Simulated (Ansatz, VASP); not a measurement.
# AlN: VASP beside Ansatz, part 3 of 3

One calculation is typed for both programs; each brings its own data sets. How far apart do they land? The cell is taken from a series of runs on this material, whose earlier steps may have relaxed, scaled, displaced or heated it; both programs get it as it stands.

VASP 6.6.1 and Ansatz 0.2.0.

So far: The starting structure; VASP: zone-centre phonons, LDA, pair 1; Ansatz: zone-centre phonons, LDA, pair 1.

### 4. Side by side

Known differences besides the potentials themselves: the two LDA forms differ slightly; fixed occupations in Ansatz, narrow Gaussian smearing in VASP; VASP's response is taken on the typed mesh, Ansatz refines its own for the field response alone; the cutoff is 420 eV in Ansatz and 600 eV in VASP; VASP's log shows a relativistic correction to its local exchange, Ansatz's none. Total energies have different zeros and are not compared.

The two programs side by side:

| quantity | Ansatz | VASP | difference |
| --- | --- | --- | --- |
| ε∞ xx | 4.37 | 4.37 | -0.03 % |
| ε∞ yy | 4.37 | 4.37 | -0.03 % |
| ε∞ zz | 4.59 | 4.59 | +0.03 % |
| Born charge of Al1 (mean of the diagonal) (e) | 2.58 | 2.56 | +0.02 |
| Born charge of N3 (mean of the diagonal) (e) | -2.58 | -2.56 | -0.02 |
| optical mode 1 to 2 (cm⁻¹) | 239.5 | 239.0 | +0.17 % |
| optical mode 3 (cm⁻¹) | 560.9 | 562.7 | -0.32 % |
| optical mode 4 (cm⁻¹) | 632.9 | 639.4 | -1.01 % |
| optical mode 5 to 6 (cm⁻¹) | 683.1 | 690.9 | -1.12 % |
| optical mode 7 to 8 (cm⁻¹) | 693.1 | 699.9 | -0.98 % |
| optical mode 9 (cm⁻¹) | 741.4 | 747.4 | -0.79 % |

Modes are paired by rising frequency, not by their patterns, so a pair may set unlike modes beside each other; they are those without the splitting of longitudinal modes.

### 5. VASP: zone-centre phonons, LDA, pair 2

Second derivatives magnify differences that forces hide, and they need a tight electronic threshold. The cell compared in this pair holds 41.45 Å³, against 40.23 Å³ for the pair before.

Input file INCAR:

```
SYSTEM = AlN
PREC = Accurate
ENCUT = 600
EDIFF = 1E-08
NELM = 120
ISMEAR = 0
SIGMA = 0.01
LREAL = .FALSE.
ALGO = Normal
GGA = CA
NBANDS = 14
LORBIT = 11
LWAVE = .FALSE.
LCHARG = .FALSE.
ISIF = 2
IBRION = 8
LEPSILON = .TRUE.
LASPH = .TRUE.
GGA_COMPAT = .FALSE.
EFERMI = MIDGAP
KPAR = 2
```

Input file POSCAR:

```
AlN
1.0
    3.1031148520      0.0000000000      0.0000000000
   -1.5515574260      2.6873762927      0.0000000000
    0.0000000000      0.0000000000      4.9710775673
Al N
2 2
Direct
    0.3333333333      0.6666666667      0.9991478046
    0.6666666667      0.3333333333      0.4991478046
    0.3333333333      0.6666666667      0.3808521954
    0.6666666667      0.3333333333      0.8808521954
```

Input file KPOINTS:

```
Automatic mesh
0
Gamma
9 9 4
0 0 0
```

Potentials, in the order of the species: Al and N (LDA family, release 64).

The run is started by

```console
> mpirun -np 2 vasp_std
```

Numbers of over 12 decimals in the logs are rounded to 6 here.

The program printed:

```text
[... set-up lines as in an earlier step ...]
 entering main loop
       N       E                     dE             d eps       ncg     rms          rms(c)
DAV:   1     0.496977505742E+02    0.49698E+02   -0.81976E+03  1008   0.115E+03
DAV:   2    -0.340110526829E+02   -0.83709E+02   -0.76478E+02  1422   0.204E+02
DAV:   3    -0.378948652409E+02   -0.38838E+01   -0.38668E+01  1380   0.457E+01
DAV:   4    -0.379186122036E+02   -0.23747E-01   -0.23745E-01  1086   0.436E+00
[...]
DAV:  12    -0.328390827243E+02    0.45953E-06   -0.27754E-06  1284   0.137E-02    0.515E-03
DAV:  13    -0.328390824656E+02    0.25875E-06   -0.13370E-06  1296   0.855E-03    0.108E-03
DAV:  14    -0.328390824669E+02   -0.13807E-08   -0.26752E-08  1164   0.139E-03
   1 F= -.32839082E+02 E0= -.32839082E+02  d E =0.000000E+00
 Linear response reoptimize wavefunctions to high precision
DAV:   1    -0.328390824652E+02    0.17128E-08   -0.45059E-09  1308   0.550E-04
DAV:   2    -0.328390824652E+02   -0.42064E-11   -0.30741E-11   696   0.500E-05
 Linear response G [H, r] |phi>, progress :
  Direction:   1
[...]
RMM:  11    -0.235583197444E+00    0.65144E-08   -0.19127E-08  7401   0.112E-05    0.265E-07
 first order change of Fermi-energy  -0.59242E-04
 force on displaced ion       3 direction 1 : -15.929  -0.001  -0.000
 Born effective charge ion    3 direction 1 :  -2.512   0.000  -0.000
 Linear response progress:
  Degree of freedom:   4/  4
       N       E                     dE             d eps       ncg     rms          rms(c)
RMM:   1    -0.250020555193E+00   -0.25002E+00    0.21293E-01  2347   0.319E+00
RMM:   2    -0.248590432915E+00    0.14301E-02   -0.28862E-03  1933   0.401E-01    0.186E-01
RMM:   3    -0.248722538054E+00   -0.13211E-03   -0.18281E-03  1935   0.239E-01    0.843E-02
RMM:   4    -0.249946800320E+00   -0.12243E-02   -0.86845E-04  2052   0.153E-01    0.224E-02
[...]
RMM:  11    -0.250177698141E+00   -0.46642E-07   -0.30570E-08  2283   0.175E-05    0.150E-06
RMM:  12    -0.250177685840E+00    0.12301E-07    0.76665E-09  2021   0.109E-05    0.753E-07
RMM:  13    -0.250177687650E+00   -0.18104E-08   -0.13150E-08  1692   0.976E-06    0.881E-08
 first order change of Fermi-energy   0.85534E+00
 force on displaced ion       3 direction 3 :   0.000  -0.000 -19.838
 Born effective charge ion    3 direction 3 :   0.000   0.000  -2.672
 Born effective charges drift removed
 Linear response finished
```

Parts of OUTCAR (step 5):

```text
  Total       -0.6563038     -0.6563038     -0.6589930      0.0000000     -0.0000000      0.0000000
  in kB      -25.3652182    -25.3652182    -25.4691546      0.0000000     -0.0000000      0.0000000
[...]
3.103114852  0.000000000  0.000000000     0.322256844  0.186055076  0.000000000
    -1.551557426  2.687376293  0.000000000     0.000000000  0.372110152  0.000000000
     0.000000000  0.000000000  4.971077567     0.000000000  0.000000000  0.201163628

 POSITION                                       TOTAL-FORCE (eV/Angst)
 -----------------------------------------------------------------------------------
     -0.00000      1.79158      4.96684        -0.000000     -0.000000     -0.000400
      1.55156      0.89579      2.48130        -0.000000     -0.000000     -0.000400
     -0.00000      1.79158      1.89325         0.000000     -0.000000      0.000400
      1.55156      0.89579      4.37878        -0.000000      0.000000      0.000400
 -----------------------------------------------------------------------------------
    total drift:                               -0.000000      0.000000     -0.000435

 MACROSCOPIC STATIC DIELECTRIC TENSOR (including local field effects in DFT)
 ------------------------------------------------------
           4.425656     0.000000    -0.000000
           0.000000     4.425656     0.000000
           0.000000     0.000000     4.644050
 ------------------------------------------------------

 MACROSCOPIC STATIC DIELECTRIC TENSOR IONIC CONTRIBUTION
 ------------------------------------------------------
           3.622456    -0.000000     0.000000
          -0.000000     3.622456     0.000000
           0.000000     0.000000     4.881033
 ------------------------------------------------------

[... 1 part as in an earlier step ...]
```

### 6. Ansatz: zone-centre phonons, LDA, pair 2

The same cell, functional (in two slightly different forms) and mesh now go to Ansatz, which takes its cutoff from its data sets.

The cell is taken from a series of runs on this material, whose earlier steps may have relaxed, scaled, displaced or heated it; both programs get it as it stands.

Input file input.yaml:

```yaml
crystal:
  lattice:
    - [3.103114852, 0.0, 0.0]
    - [-1.551557426, 2.6873762927, 0.0]
    - [0.0, 0.0, 4.9710775673]
  atoms:
    - { symbol: Al, position: [0.3333333333, 0.6666666667, -0.0008521954] }
    - { symbol: Al, position: [0.6666666667, 0.3333333333, 0.4991478046] }
    - { symbol: "N", position: [0.3333333333, 0.6666666667, 0.3808521954] }
    - { symbol: "N", position: [0.6666666667, 0.3333333333, 0.8808521954] }
kpoints:
  mp_grid: { grid: [9, 9, 4] }
hamiltonian:
  xc: lda
scf:
  occupations: { method: fixed }
output:
  eigenvalues: true
phonons:
  method: dfpt
  dielectric: true
  rigid_motions: translations
```

The run is started by

```console
> ansatz run input.yaml --threads 4 --pin off --max-ram 7168MiB --backend cpu --events-out ev --progress --plain --runs-dir out
```

The program printed:

```text
[...]
Crystal: 4 atoms, lattice volume = 41.455 Å³
Basis set: ecut = 420 eV, 785 PW (Γ), exchange–correlation on 48×48×72 points (8 copies of the dense FFT grid, shifted against one another)
Bands: 12, of which v1, the nominal top of the filled ones, is band 8 counted from 1 (7 counted from 0)
Symmetry: 12 space group operations
k-points: 95 of 324 (irreducible under 2 space group operations, time reversal used)
[...]
optical modes at Γ + LO–TO along q̂ = [1.0000, 0.0000, 0.0000]:
      ω (cm⁻¹)  modes    IR ((D/Å)²/amu)
[...]
optical modes at Γ + LO–TO along q̂ = [0.0000, 1.0000, 0.0000]:
      ω (cm⁻¹)  modes    IR ((D/Å)²/amu)
[...]
optical modes at Γ + LO–TO along q̂ = [0.0000, 0.0000, 1.0000]:
      ω (cm⁻¹)  modes    IR ((D/Å)²/amu)
[...]
650.33      2             0.0000
        663.31      2            63.9923
        717.56      1             0.0000
        877.20      1            36.1399
[key lines of the parts left out:]
SCF converged after 7 iterations
Free energy (F): -1779.708329 eV
Fermi energy:    6.934514 eV
```

### 7. Comparison

Compared:

| quantity | Ansatz | VASP | difference |
| --- | --- | --- | --- |
| ε∞ xx | 4.42 | 4.43 | -0.03 % |
| ε∞ yy | 4.42 | 4.43 | -0.03 % |
| ε∞ zz | 4.64 | 4.64 | +0.00 % |
| Born charge of Al1 (mean of the diagonal) (e) | 2.58 | 2.57 | +0.02 |
| Born charge of N3 (mean of the diagonal) (e) | -2.58 | -2.57 | -0.02 |
| optical mode 1 to 2 (cm⁻¹) | 239.7 | 239.4 | +0.12 % |
| optical mode 3 (cm⁻¹) | 545.6 | 547.5 | -0.35 % |
| optical mode 4 (cm⁻¹) | 607.5 | 613.7 | -1.00 % |
| optical mode 5 to 6 (cm⁻¹) | 650.3 | 657.7 | -1.12 % |
| optical mode 7 to 8 (cm⁻¹) | 663.3 | 669.8 | -0.96 % |
| optical mode 9 (cm⁻¹) | 717.6 | 723.0 | -0.75 % |

Modes are paired by rising frequency, not by their patterns, so a pair may set unlike modes beside each other; they are those without the splitting of longitudinal modes.

### 8. Summary of results

```yaml
r_m_s_difference_of_the_optical_zone_centre_modes_each_program_s_sorted_by_frequency_zone_centre_phonons_lda_pair_1: 5.7 cm⁻¹
difference_in_optical_mode_5_to_6_zone_centre_phonons_lda_pair_1: -1.1 %
r_m_s_difference_of_the_optical_zone_centre_modes_each_program_s_sorted_by_frequency_zone_centre_phonons_lda_pair_2: 5.4 cm⁻¹
difference_in_optical_mode_5_to_6_zone_centre_phonons_lda_pair_2: -1.1 %
```

In words: The r.m.s. difference of the optical zone-centre modes, each program's sorted by frequency is 5.7 cm⁻¹ (zone-centre phonons, LDA, pair 1). Among the rows given in per cent, the largest difference of the zone-centre phonons, LDA, pair 1 pair is in optical mode 5 to 6, -1.1 %. Among the rows given in per cent, the largest difference of the zone-centre phonons, LDA, pair 2 pair is in optical mode 5 to 6, -1.1 %. How closely two codes agree says nothing of how well the functional describes the real material.

[Lines on the potential files, build, host, timing and source positions are cut from VASP's logs without a mark.]

[Logs are printed without paths, hosts, clocks, repeated set-up lines and the standing remarks that a program may print on its own settings, such as how far it seeks lower states.]

[Hosts, paths, dates, database ids (printed as entryN), source tags and the programs' standing remarks are cut or masked in the printed files.]
